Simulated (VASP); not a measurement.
Write the native input for VASP 6.6.1 that does the following.

- Task: single point
- Functional: PBE
- Dispersion: D3(BJ)
- Potentials or basis: VASP PAW PBE potentials, release 64 (Si, S, Ge_d)
- Cutoff: 520 eV
- k mesh: 1 × 1 × 1, shifted
- Occupations: fermi-dirac, width 0.112 eV
- Spin: no spin polarisation
- Dipole correction: no
- Further INCAR settings: LREAL = Auto; ALGO = Fast; EDIFF = 1e-06; NBANDS = 92; ISYM = 0

The structure of Si3Ge4S14 lies in POSCAR:

```
Si3Ge4S14
1.0
    8.0188790000      0.2111490000     -0.3179740000
    0.2111490000      8.0318190000     -0.0335780000
   -0.3179740000     -0.0335780000      8.3953550000
Si S Ge
3 14 4
Direct
    0.7369528546      0.5434252636      0.6795287371
    0.0355950901      0.7810899746      0.9006839797
    0.2025151716      0.3922262898      0.1557103581
    0.5405033748      0.8854211367      0.2218135732
    0.7678899176      0.5392099034      0.9214525912
    0.0801805238      0.2616423987      0.9499501510
    0.7582629764      0.8554192164      0.1356776668
    0.2519391177      0.6264068900      0.1733710581
    0.4730160005      0.4560674880      0.6103809337
    0.5381446686      0.0947096476      0.8446439934
    0.6723233269      0.3159728094      0.2339868978
    0.2574590492      0.1812467248      0.3180984230
    0.7697669009      0.0875415309      0.7319150090
    0.3562165432      0.1040828705      0.6532117455
    0.2788654571      0.7021554290      0.8016403046
    0.8940625858      0.8511182680      0.6739024742
    0.9265988212      0.5295705877      0.5317923131
    0.5268697198      0.1625630625      0.4119694063
    0.3763018022      0.7789177703      0.5201410411
    0.8912533687      0.1661091401      0.1494075011
    0.4721935593      0.4123158761      0.9212485973
```

The cell was built by a generator and needn't be a form met in nature.

These files were run (other wordings do the same):

INCAR

```
SYSTEM = Si3Ge4S14
ALGO = Fast
EDIFF = 1E-6
ENCUT = 520
GGA = PE
ISIF = 2
ISMEAR = -1
ISYM = 0
IVDW = 12
LASPH = .True.
LCHARG = .False.
LREAL = Auto
LWAVE = .False.
NBANDS = 92
NELM = 100
PREC = Accurate
SIGMA = 0.112
```

KPOINTS

```
Automatic mesh
0
Gamma
  1 1 1
  0.25 0.25 0.25
```

Potentials or basis: VASP PAW PBE potentials, release 64 (Si, S, Ge_d).

Run with:

```sh
$ cat potpaw_PBE.64/Si/POTCAR potpaw_PBE.64/S/POTCAR potpaw_PBE.64/Ge_d/POTCAR > POTCAR
$ mpirun -np 1 vasp_std > vasp.out
```

Results of the run:

```json
{
  "Pressure": "-1.3 GPa",
  "Largest force": "3.169 eV/Å",
  "Band gap on the k mesh": "0.52 eV, direct",
  "Dispersion energy per atom": "-0.253 eV"
}
```

Run time: 2.2 min on 1 thread of Intel(R) Xeon(R) Platinum 8488C (Sapphire Rapids), on a shared host, peak memory 0.5 GiB.
